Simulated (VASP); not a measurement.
All values below come from r2SCAN meta-GGA, VASP's PBE PAW potentials (set 64) (plane waves; VASP 6.6.1).

VASP ran on this input.

INCAR:
```
IBRION = 2
LREAL = F   # projection in real space or not
LMIXTAU = T
LASPH = T
SYSTEM = Gd2Tl
NSW = 60
LMAXMIX = 6   # l cut-off of mixed one-centre charges
SIGMA = 0.1   # width (eV)
PREC = Accurate
LWAVE = F
EDIFFG = -0.02   # ionic stop
LCHARG = F
ISMEAR = 1
ENCUT = 400   # plane-wave cut-off (eV)
NELM = 100   # most electronic steps
ISIF = 3   # ions, shape and volume
METAGGA = R2SCAN
EDIFF = 1E-6
ALGO = Normal
```

### POSCAR
```
Gd2Tl
1
    5.3497542076     0.0000000000     0.0000000000
   -2.6748771038     4.6330228970     0.0000000000
    0.0000000000     0.0000000000     6.6789034693
Tl Gd
2 4
Direct
  0.3333330000   0.6666670000   0.2500000000
  0.6666670000   0.3333330000   0.7500000000
  0.3333330000   0.6666670000   0.7500000000
  0.6666670000   0.3333330000   0.2500000000
  0.0000000000   0.0000000000   0.0000000000
  0.0000000000   0.0000000000   0.5000000000
```

### KPOINTS
```
Automatic
0
G
6 6 4
```

POTCAR, in this order: Tl_d Gd_3 (PBE.64 set). Program: vasp_std.

The run wrote:

### OSZICAR
```
       N       E                     dE             d eps       ncg     rms          rms(c)
DAV:   1     0.833018134719E+02    0.83302E+02   -0.27037E+04  1554   0.132E+03
DAV:   2    -0.224766821879E+03   -0.30807E+03   -0.30044E+03  1612   0.356E+02
DAV:   3    -0.243027761379E+03   -0.18261E+02   -0.17301E+02  1946   0.592E+01
DAV:   4    -0.243659901501E+03   -0.63214E+00   -0.61020E+00  1892   0.837E+00
DAV:   5    -0.243684806100E+03   -0.24905E-01   -0.24727E-01  2055   0.150E+00    0.467E+01
DAV:   6    -0.233845924755E+03    0.98389E+01   -0.45211E+00  1764   0.136E+01    0.243E+01
DAV:   7    -0.227008143022E+03    0.68378E+01   -0.27029E+00  1727   0.792E+00    0.149E+00
DAV:   8    -0.231704640636E+03   -0.46965E+01   -0.30917E+00  1737   0.780E+00    0.648E+00
DAV:   9    -0.231026037252E+03    0.67860E+00   -0.39529E-01  1737   0.407E+00    0.149E+00
DAV:  10    -0.231045263050E+03   -0.19226E-01   -0.72817E-02  1704   0.169E+00    0.273E+00
DAV:  11    -0.231000382162E+03    0.44881E-01   -0.14357E-02  1811   0.637E-01    0.171E+00
DAV:  12    -0.231020524669E+03   -0.20143E-01   -0.33811E-02  1659   0.129E+00    0.509E-01
DAV:  13    -0.231024569161E+03   -0.40445E-02   -0.17119E-03  1855   0.271E-01    0.503E-01
DAV:  14    -0.231029737048E+03   -0.51679E-02   -0.32705E-03  1689   0.392E-01    0.793E-02
DAV:  15    -0.231030533768E+03   -0.79672E-03   -0.45891E-04  1810   0.149E-01    0.401E-02
DAV:  16    -0.231030444097E+03    0.89671E-04   -0.12586E-04  1782   0.682E-02    0.271E-02
DAV:  17    -0.231030592201E+03   -0.14810E-03   -0.17012E-04  1674   0.870E-02    0.131E-02
DAV:  18    -0.231030541810E+03    0.50391E-04   -0.27048E-05  1800   0.358E-02    0.346E-02
DAV:  19    -0.231030588526E+03   -0.46716E-04   -0.25647E-05  1694   0.278E-02    0.106E-02
DAV:  20    -0.231030592672E+03   -0.41455E-05   -0.32426E-06  1413   0.114E-02    0.835E-03
DAV:  21    -0.231030593758E+03   -0.10858E-05   -0.24583E-07   957   0.325E-03    0.824E-03
DAV:  22    -0.231030595582E+03   -0.18246E-05   -0.30223E-06  1333   0.121E-02    0.114E-03
DAV:  23    -0.231030595986E+03   -0.40338E-06   -0.18782E-07   942   0.267E-03
   1 F= -.23103060E+03 E0= -.23102956E+03  d E =-.231031E+03
       N       E                     dE             d eps       ncg     rms          rms(c)
DAV:   1    -0.232548681308E+03   -0.15181E+01   -0.32610E+01  1594   0.321E+01    0.101E+01
DAV:   2    -0.231319244886E+03    0.12294E+01   -0.32355E+00  1659   0.874E+00    0.284E+00
DAV:   3    -0.231102350463E+03    0.21689E+00   -0.52104E-01  1642   0.397E+00    0.196E+00
DAV:   4    -0.231036016441E+03    0.66334E-01   -0.22866E-01  1735   0.219E+00    0.954E-01
DAV:   5    -0.231040510995E+03   -0.44946E-02   -0.10784E-01  1614   0.198E+00    0.524E-01
DAV:   6    -0.231062563138E+03   -0.22052E-01   -0.39935E-02  1649   0.122E+00    0.150E-01
DAV:   7    -0.231066210422E+03   -0.36473E-02   -0.38678E-03  1849   0.390E-01    0.151E-01
DAV:   8    -0.231066247054E+03   -0.36632E-04   -0.36183E-04  1839   0.906E-02    0.113E-01
DAV:   9    -0.231066439199E+03   -0.19214E-03   -0.22725E-04  1881   0.881E-02    0.424E-02
DAV:  10    -0.231066439460E+03   -0.26150E-06   -0.52691E-05  1702   0.554E-02    0.253E-02
DAV:  11    -0.231066461058E+03   -0.21598E-04   -0.13483E-05  1749   0.232E-02    0.954E-03
DAV:  12    -0.231066459781E+03    0.12773E-05   -0.12306E-06  1062   0.595E-03    0.706E-03
DAV:  13    -0.231066459917E+03   -0.13593E-06   -0.73308E-07   927   0.532E-03
   2 F= -.23106646E+03 E0= -.23106470E+03  d E =-.358639E-01
       N       E                     dE             d eps       ncg     rms          rms(c)
DAV:   1    -0.231276265251E+03   -0.20981E+00   -0.40926E+00  1594   0.111E+01    0.346E+00
DAV:   2    -0.231112604125E+03    0.16366E+00   -0.47748E-01  1649   0.341E+00    0.980E-01
DAV:   3    -0.231084729762E+03    0.27874E-01   -0.61418E-02  1612   0.141E+00    0.613E-01
DAV:   4    -0.231078852878E+03    0.58769E-02   -0.27231E-02  1730   0.744E-01    0.314E-01
DAV:   5    -0.231074751091E+03    0.41018E-02   -0.14129E-02  1634   0.726E-01    0.195E-01
DAV:   6    -0.231080701840E+03   -0.59507E-02   -0.63137E-03  1629   0.490E-01    0.556E-02
DAV:   7    -0.231081058496E+03   -0.35666E-03   -0.34174E-04  1925   0.105E-01    0.565E-02
DAV:   8    -0.231081066773E+03   -0.82771E-05   -0.40996E-05  1779   0.397E-02    0.411E-02
DAV:   9    -0.231081064195E+03    0.25778E-05   -0.68921E-06  1739   0.114E-02    0.200E-02
DAV:  10    -0.231081072003E+03   -0.78081E-05   -0.35514E-06  1353   0.144E-02    0.690E-03
DAV:  11    -0.231081068963E+03    0.30402E-05   -0.16681E-06  1168   0.699E-03    0.446E-03
DAV:  12    -0.231081069457E+03   -0.49409E-06   -0.11953E-07   922   0.178E-03
   3 F= -.23108107E+03 E0= -.23107948E+03  d E =-.504735E-01
```

### OUTCAR
```
------------------------ aborting loop because EDIFF is reached ----------------------------------------
  FORCE on cell =-STRESS in cart. coord.  units (eV):
  Direction    XX          YY          ZZ          XY          YZ          ZX
  --------------------------------------------------------------------------------------
  Total        0.0383755      0.0383755     -0.0969467     -0.0000000      0.0000000      0.0000000
  in kB        0.3571324      0.3571324     -0.9022117     -0.0000000      0.0000000      0.0000000
  external PRESSURE =      -0.0626489 kB  Pullay stress =       0.0000000 kB
  volume of cell :      172.16
      direct lattice vectors                 reciprocal lattice vectors
     5.428114871 -0.000000000  0.000000000     0.184226020  0.106362946 -0.000000000
    -2.714057436  4.700885216  0.000000000     0.000000000  0.212725892 -0.000000000
     0.000000000  0.000000000  6.746933977    -0.000000000 -0.000000000  0.148215471
 POSITION                                       TOTAL-FORCE (eV/Angst)
 -----------------------------------------------------------------------------------
     -0.00000      3.13393      1.68673        -0.000000     -0.000000      0.000000
      2.71406      1.56696      5.06020         0.000000      0.000000      0.000000
     -0.00000      3.13393      5.06020        -0.000000     -0.000000      0.000000
      2.71406      1.56696      1.68673        -0.000000      0.000000      0.000000
      0.00000      0.00000      6.74693        -0.000000      0.000000      0.000000
      0.00000      0.00000      3.37347        -0.000000      0.000000      0.000000
 -----------------------------------------------------------------------------------
    total drift:                                0.000800     -0.000462      0.000427
  FREE ENERGIE OF THE ION-ELECTRON SYSTEM (eV)
  ---------------------------------------------------
  free  energy   TOTEN  =      -231.0810694572 eV

  energy  without entropy=     -231.0762940726  energy(sigma->0) =     -231.07947766

 reached required accuracy - stopping structural energy minimisation
```
(Selected blocks of OUTCAR.)

CONTCAR:
```
Gd2Tl
   1.00000000000000
     5.4281148711673737   -0.0000000000000000    0.0000000000000000
    -2.7140574355836868    4.7008852156809011    0.0000000000000000
     0.0000000000000000    0.0000000000000000    6.7469339771449794
  Tl              Gd
     2     4
Direct
     0.3333330000000032    0.6666669999999968    0.2500000000000000
     0.6666669999999968    0.3333330000000032    0.7500000000000000
     0.3333330000000032    0.6666669999999968    0.7500000000000000
     0.6666669999999968    0.3333330000000032    0.2500000000000000
     0.0000000000000000    0.0000000000000000    1.0000000000000000
     0.0000000000000000    0.0000000000000000    0.5000000000000000
```

The 4f electrons are frozen in the core of the lanthanide potential, so 4f levels, which can set the real gap, and their magnetism are missing. Energy and stress use the plane-wave basis of the starting cell.

The structure comes from a measured Gd2Tl entry (P6_3/mmc) of the Crystallography Open Database, whose conditions weren't checked. This run relaxes it. Symmetry was kept, so distortions that lower it aren't found. The start is the result of an earlier pass.
